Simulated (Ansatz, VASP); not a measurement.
**InNi3N in two plane-wave programs**

One calculation is typed for both programs; each brings its own data sets. How far apart do they land? The cell is taken from a series of runs on this material, whose earlier steps may have relaxed, scaled, displaced or heated it; both programs get it as it stands.

Program: Ansatz 0.2.0. Level of theory: plane waves, with VASP 6.6.1 beside it; relaxation of cell and atoms at PBEsol. Results are calculated unless marked as measured.

### Step 1. The starting structure

Symmetry: Pm-3m, No. 221, cubic system. Conventional cell: a = 3.819 Å, b = 3.819 Å, c = 3.819 Å, α = 90.00°, β = 90.00°, γ = 90.00°. Nearest to In lie 12 Ni at 2.70 Å. Ni has 2 N at 1.91 Å nearest. Nearest to N lie 6 Ni at 1.91 Å. Farther neighbours and most contacts between anions are not listed.

Coordinates:

```cif
data_structure
_symmetry_space_group_name_H-M 'Pm-3m'
_symmetry_Int_Tables_number 221
_cell_length_a 3.8188
_cell_length_b 3.8188
_cell_length_c 3.8188
_cell_angle_alpha 90.000
_cell_angle_beta 90.000
_cell_angle_gamma 90.000
_cell_volume 55.69
loop_
_atom_site_label
_atom_site_type_symbol
_atom_site_symmetry_multiplicity
_atom_site_Wyckoff_symbol
_atom_site_fract_x
_atom_site_fract_y
_atom_site_fract_z
_atom_site_occupancy
In1 In 1 a 0.00000 0.00000 0.00000 1
Ni1 Ni 3 c 0.50000 0.50000 0.00000 1
N1 N 1 b 0.50000 0.50000 0.50000 1
```

### Step 2. Ansatz: relaxation of cell and atoms, PBEsol

Ansatz runs on its PAW soft_1 files.

The relaxed volume is the usual yardstick between codes: in a stiff, nearly cubic crystal its relative difference is about their pressure difference at one cell divided by the bulk modulus.

The input, input.yaml:

```yaml
crystal:
  lattice:
    - [3.8187829654, 0.0, 0.0]
    - [0.0, 3.8187829654, 0.0]
    - [0.0, 0.0, 3.8187829654]
  atoms:
    - { symbol: In, position: [0.0, 0.0, 0.0] }
    - { symbol: Ni, position: [0.5, 0.5, 0.0] }
    - { symbol: Ni, position: [0.5, 0.0, 0.5] }
    - { symbol: Ni, position: [0.0, 0.5, 0.5] }
    - { symbol: "N", position: [0.5, 0.5, 0.5] }
kpoints:
  mp_grid: { grid: [12, 12, 12] }
hamiltonian:
  xc: pbesol
  pseudopotentials: { kind: paw, azcp: { folder: soft_1 }, xc_functional: pbe }
scf:
  occupations: { method: methfessel_paxton, width: 0.2 }
output:
  forces: true
  stress: true
  eigenvalues: true
relax:
  adjacent_minimum: "off"
  f_tol: 0.001
  max_steps: 60
  cell: { stress_tol: 0.01 }
```

Started as:

```bash
> ansatz run input.yaml --threads 4 --pin off --max-ram 10240MiB --backend cpu --events-out ev --progress --plain --runs-dir out
```

Numbers of over 12 decimals in the logs are rounded to 6 here.

What it wrote:

```text
Engine: ansatz 0.2.0, aarch64-unknown-linux-gnu
Pseudopotentials: kind: paw
Pseudopotential: In, paw, valence charge 13, recommended cutoff 420 eV (normal), soft_1/In.paw.azcp
Pseudopotential: Ni, paw, valence charge 18, recommended cutoff 420 eV (normal), soft_1/Ni.paw.azcp
Pseudopotential: N, paw, valence charge 5, recommended cutoff 420 eV (normal), soft_1/N.paw.azcp
Functional definition: PBEsol
  exchange = pbesol_x
  correlation = pbesol_c
Crystal: 5 atoms, lattice volume = 55.690 Å³
Basis set: ecut = 420 eV, 1045 PW (Γ), exchange–correlation on 54×54×54 points (8 copies of the dense FFT grid, shifted against one another)
Bands: 44, of which v1, the nominal top of the filled ones, is band 36 counted from 1 (35 counted from 0)
Symmetry: 48 space group operations
Space group: Pm-3m (ITA 221), of the structure as read, at distance tolerance 3.8e-5 Å
k-points: 84 of 1728
Non-local potential: In, projectors of the file, l = 0: 2, l = 1: 2, l = 2: 2, l = 3: 1
Non-local potential: Ni, projectors of the file, l = 0: 3, l = 1: 2, l = 2: 3, l = 3: 1
Non-local potential: N, projectors of the file, l = 0: 2, l = 1: 2, l = 2: 1
PAW form: soft (Blöchl's): semilocal exchange-correlation on the pseudo side does not see the compensation charge
PAW frozen core: In, regenerated for the run's functional, and the local potential with it (the file was generated under x = pbe(κ = 0.804, μ = 0.219515), c = pbe(β = 0.066725))
PAW frozen core: Ni, regenerated for the run's functional, and the local potential with it (the file was generated under x = pbe(κ = 0.804, μ = 0.219515), c = pbe(β = 0.066725))
PAW frozen core: N, regenerated for the run's functional, and the local potential with it (the file was generated under x = pbe(κ = 0.804, μ = 0.219515), c = pbe(β = 0.066725))
PAW one-centre angular grid: In, 590 points (default); XC on 64 Gauss nodes
PAW one-centre angular grid: Ni, 590 points (default); XC on 64 Gauss nodes
PAW one-centre angular grid: N, 110 points (default); XC on 64 Gauss nodes
Initial density: superposition of atomic densities (chi_scale 0.1, normalization cell, long waves kept (reshape's long-wave potential 0.01 eV rms))
Initial wavefunctions: pseudopotential atomic-orbital guess
Functional: x = pbesol(κ = 0.804, μ = 0.123457), c = pbesol(β = 0.046)
SCF iter   1: F=—  HF=-23321.297801 eV  |F-HF|=—  |Δ(HF+E_count)|=         —  Δρ=1.36e-1  dr2=7.96e0  ethr=3.10e-3  ⟨swp⟩=5.7  Hψ=12135  notcnv=0
preconditioner: auto → Kerker (q_TF=auto, 2.848 Å⁻¹)  [metal: Δε(μ)=0.049 eV  Ē_g=11.060 eV  σ=0.200 eV  W_gap=0.20  n_scr=18 (ndim 8)  ℏωp=34.5 eV  f_vac=0.000  D(μ)=1.58/eV (n_scr^D=6)]
SCF iter   2: F=—  HF=-23320.108883 eV  |F-HF|=—  |Δ(HF+E_count)|=    1.19e0  S|Δr|=    0.00e0  Δρ=5.21e-2  dr2=1.43e0  ethr=3.10e-3  ⟨swp⟩=2.7  Hψ=5918  notcnv=0  defer=210
SCF iter   3: F=—  HF=-23319.767945 eV  |F-HF|=—  |Δ(HF+E_count)|=   3.41e-1  S|Δr|=    0.00e0  Δρ=1.86e-2  dr2=2.29e-1  ethr=1.99e-3  ⟨swp⟩=2.0  Hψ=4680  notcnv=0  defer=206
SCF iter   4: F=—  HF=-23319.726311 eV  |F-HF|=—  |Δ(HF+E_count)|=   4.16e-2  S|Δr|=    0.00e0  Δρ=5.70e-3  dr2=1.20e-2  ethr=3.19e-4  ⟨swp⟩=1.9  Hψ=4407  notcnv=0  defer=206
SCF iter   5: F=—  HF=-23319.725981 eV  |F-HF|=—  |Δ(HF+E_count)|=   3.30e-4  S|Δr|=    0.00e0  Δρ=1.21e-3  dr2=7.13e-4  ethr=1.66e-5  ⟨swp⟩=2.1  Hψ=6534  notcnv=0  defer=181
SCF iter   6: F=—  HF=-23319.725786 eV  |F-HF|=—  |Δ(HF+E_count)|=   1.95e-4  S|Δr|=    0.00e0  Δρ=4.75e-4  dr2=1.50e-4  ethr=9.90e-7  ⟨swp⟩=2.0  Hψ=5669  notcnv=0  defer=181
SCF iter   7: F=—  HF=-23319.725778 eV  |F-HF|=—  |Δ(HF+E_count)|=   7.44e-6  S|Δr|=    0.00e0  Δρ=1.71e-4  dr2=1.94e-5  ethr=2.09e-7  ⟨swp⟩=2.1  Hψ=5158  notcnv=0  defer=181
SCF iter   8: F=—  HF=-23319.725804 eV  |F-HF|=—  |Δ(HF+E_count)|=   2.53e-5  S|Δr|=    0.00e0  Δρ=4.35e-5  dr2=1.18e-6  ethr=2.70e-8  ⟨swp⟩=2.0  Hψ=4910  notcnv=0  defer=181
SCF iter   9: F=-23319.725803 eV  HF=-23319.725803 eV  |F-HF|=6.43e-8  |Δ(HF+E_count)|=   2.61e-7  S|Δr|=    0.00e0  Δρ=1.42e-5  dr2=9.41e-8  ethr=1.39e-10  ⟨swp⟩=9.4  Hψ=18547  notcnv=0
SCF 1 converged in 9 iterations: F = -23319.725803 eV  dr2 = 9.41e-8
  greatest PAW one-centre occupation: 1.001 electrons in one spin orbital (limit 2), on the Ni atom at site 1 (counted from 0), in its partial waves of l = 1
relax step   1: F+E_penalty+E_count = -23319.72580327 eV  Δ(F+E_penalty+E_count) = +0.000e0 eV  max|allowed force component| = 4.044e-29 eV/Å  Δτ_max = 0.0000 Å  P = +0.012 GPa  Ω = 55.690 Å³  (9 SCF iters, dr2 threshold 1.00e-7 eV, accepted)
[...]
relax step   2: F+E_penalty+E_count = -23319.72580149 eV  Δ(F+E_penalty+E_count) = +1.786e-6 eV  max|allowed force component| = 2.562e-28 eV/Å  Δτ_max = 0.0000 Å  P = +0.006 GPa  Ω = 55.692 Å³  energy of the carried Pulay correction = -1.937e-6 eV  (4 SCF iters, dr2 threshold 3.49e-10 eV, accepted)
[...]
relax step   3: F+E_penalty+E_count = -23319.72580149 eV  Δ(F+E_penalty+E_count) = -2.256e-10 eV  max|allowed force component| = 2.693e-28 eV/Å  Δτ_max = 0.0000 Å  P = +0.006 GPa  Ω = 55.692 Å³  stress off target by 5.65e-3 GPa  SCF on the basis re-selected at this cell (its energy is not comparable with the rows above)  (6 SCF iters)
basis re-selected at this cell: Δ(F+E_penalty+E_count) = -2.256e-10 eV, ΔP = +0.000 GPa vs the last step (what re-selecting the basis moved, of the pressure what is left beyond the Pulay correction that the steps carried, after the strain that the cell walked since its last selection, with what the two solves' SCF thresholds leave and, on support functions, any second-order correction that the steps lacked; it is no  [...]
SCF converged after 6 iterations
Stability not checked: this state was not tested for a lower state beside it, because cold or Methfessel-Paxton smearing, or corrected tetrahedra, fill the levels in a way that the test cannot read (fill_not_monotonic; see scf.lower_state_search)
Free energy (F): -23319.725801 eV
Harris-Foulkes:  -23319.725801 eV  (|F-HF|=0.00e0)
Internal energy: -23319.726668 eV  (E = F + TS)
E sigma→0 (E₀):  -23319.726018 eV
Entropy (-TS):   0.000867 eV (0.173 meV/atom)
Fermi energy:    17.424147 eV
--- Per-component energies (eV) ---
  E_band       = -807.019636
  E_kinetic    = 1375.960328
  E_local      = -10173.211683  (includes V_loc(G=0)·N_el)
  E_nonlocal   = 22.754657
  E_hartree    = 5336.344704
  E_xc         = -538.361485
  E_vxc        = -602.595952  (∫ρ·V_xc dr)
  E_paw        = -9135.612150  (= ΣΔE_a)
  E_vpaw       = -2102.620189  (= ΣTr[D̂ρ^β])
  E_aug_tail   = 0.003771  (compensation charges beyond the density's cutoff)
  E_ewald      = -10208.460680
  E_core_change = 0.855870  (= ΣΔE_core)
  E_smearing   = 0.000867  (= −TS)
  E_closure    = -0.000000  (closes the sum)
  Σ components = -23319.725801   (vs F -23319.725801, Δ=0.00e0)
--- Forces (eV/Å), atoms counted from 1 ---
  atom   1  In     0.00000000     0.00000000     0.00000000
  atom   2  Ni    -0.00000000    -0.00000000    -0.00000000
  atom   3  Ni    -0.00000000    -0.00000000    -0.00000000
  atom   4  Ni     0.00000000     0.00000000    -0.00000000
  atom   5  N      0.00000000     0.00000000     0.00000000
  max |Σ_I F_I| component: 3.13e-28 eV/Å
--- Stress (GPa, compression-positive) ---
        0.005654       0.000000       0.000000
        0.000000       0.005654       0.000000
        0.000000       0.000000       0.005654
  P = ⅓ Tr σ = 0.0057 GPa (0.057 kbar)
--- Band table (eV; the first three rows and the last of 84) ---
  k-point 0: bands = [... 32 lower, 16.5395, 16.5395, 16.5395, 16.6805, 18.3004, 19.7449, 19.7449, 19.7449, ... 4 higher]
  k-point 1: bands = [... 32 lower, 16.5395, 16.5433, 16.5433, 16.6550, 18.3318, 19.4772, 19.8447, 19.8447, ... 4 higher]
  k-point 2: bands = [... 32 lower, 16.5397, 16.5557, 16.5557, 16.5795, 18.4320, 19.0372, 20.1157, 20.1157, ... 4 higher]
  k-point 83: bands = [... 32 lower, 16.0698, 16.5255, 16.5255, 16.5255, 18.0636, 18.0636, 18.0636, 18.8635, ... 4 higher]
--- Relaxed structure (2 steps of the walk, 2 accepted, 1 SCFs on fresh bases) ---
  F+E_penalty+E_count = -23319.72580149 eV   max|allowed force component| = 2.693e-28 eV/Å   (the final SCF, on the basis selected at the relaxed cell)
  cell:  # Å, volume = 55.6916 Å³
    - [3.818827, 0.0, 0.0]
    - [0.0, 3.818827, 0.0]
    - [0.0, 0.0, 3.818827]
  atoms:
    - { symbol: In, position: [0, 0, 0] }
    - { symbol: Ni, position: [0.500000, 0.500000, 0] }
    - { symbol: Ni, position: [0.500000, 0, 0.500000] }
    - { symbol: Ni, position: [0, 0.500000, 0.500000] }
    - { symbol: N, position: [0.500000, 0.500000, 0.500000] }
```

(Continued in part 2 of 2.)

[Lines on the potential files, build, host, timing and source positions are cut from VASP's logs without a mark.]

[Logs are printed without paths, hosts, clocks, repeated set-up lines and the standing remarks that a program may print on its own settings, such as how far it seeks lower states.]

[Hosts, paths, dates, database ids (printed as entryN), source tags and the programs' standing remarks are cut or masked in the printed files.]
